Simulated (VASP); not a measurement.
An input for Ansatz (written as the equivalent of a VASP run, and not itself run):

Ansatz 0.2 input:
```yaml
crystal:
  lattice:
    - [4.3469570, 0.0000000, 0.0000000]
    - [-2.1734785, 3.7645751, 0.0000000]
    - [0.0000000, 0.0000000, 23.8677608]
  atoms:
    - { symbol: Bi, position: [0.3333330, 0.6666670, 0.4150462] }
    - { symbol: Bi, position: [0.0000000, 0.0000000, 0.5849538] }
    - { symbol: Te, position: [1.0000000, 1.0000000, 0.3428611] }
    - { symbol: Te, position: [0.6666670, 0.3333330, 0.5000000] }
    - { symbol: Te, position: [0.3333330, 0.6666670, 0.6571389] }
kpoints:
  mp_grid: { grid: [7, 7, 1] }
hamiltonian:
  xc: pbesol
  pseudopotentials: { kind: paw }
scf:
  occupations: { method: tetrahedron }
  max_iter: 100
output: { forces: true, stress: true, eigenvalues: true }
```

Question: Translate this input to VASP (INCAR, KPOINTS, POSCAR, choice of POTCAR).

Answer: One answer among several that fit: 
**KPOINTS**
```
Automatic mesh
0
Gamma
7 7 1
0 0 0
```

### POSCAR
```
Bi2Te3
1
    4.3469570281    -0.0000000000     0.0000000000
   -2.1734785140     3.7645750582    -0.0000000000
    0.0000000000     0.0000000000    23.8677607830
Bi Te
2 3
Direct
  0.3333330000   0.6666670000   0.4150462368
  0.0000000000   0.0000000000   0.5849537632
  1.0000000000   1.0000000000   0.3428610729
  0.6666670000   0.3333330000   0.5000000000
  0.3333330000   0.6666670000   0.6571389271
```

INCAR:
```
! general
SYSTEM  = Bi2Te3
PREC    = Accurate
ENCUT   = 400   ! plane-wave cut-off (eV)
LREAL   = .FALSE.   ! projection in real space or not
LASPH   = .TRUE.   ! aspherical one-centre terms

! electronic loop
EDIFF   = 1E-7   ! SCF stop (eV)
NELM    = 100   ! most electronic steps
ALGO    = Normal   ! blocked Davidson
LMAXMIX = 4   ! l cut-off of mixed one-centre charges

! smearing
ISMEAR  = -5   ! tetrahedra, Bloechl

! functional
GGA     = PS

! ions
ISIF    = 2

! output
LWAVE   = .FALSE.
LCHARG  = .TRUE.
LORBIT  = 11
NEDOS   = 601

! other
LEFG    = .TRUE.
```

POTCAR, in this order: Bi_d Te (PBE.64 set). Program: vasp_std.

The two are equivalent in intent, not identical: each code has its own PAW files, so the cut-off isn't converted (ENCUT is set for VASP's; basis.ecutwfc is left out, and Ansatz then takes the one that its files recommend); Ansatz stops its SCF on the density residual and VASP on the energy change (EDIFF); the field gradients of LEFG aren't asked of the other code.

The cell is a sheet with vacuum, built from a generated structure.
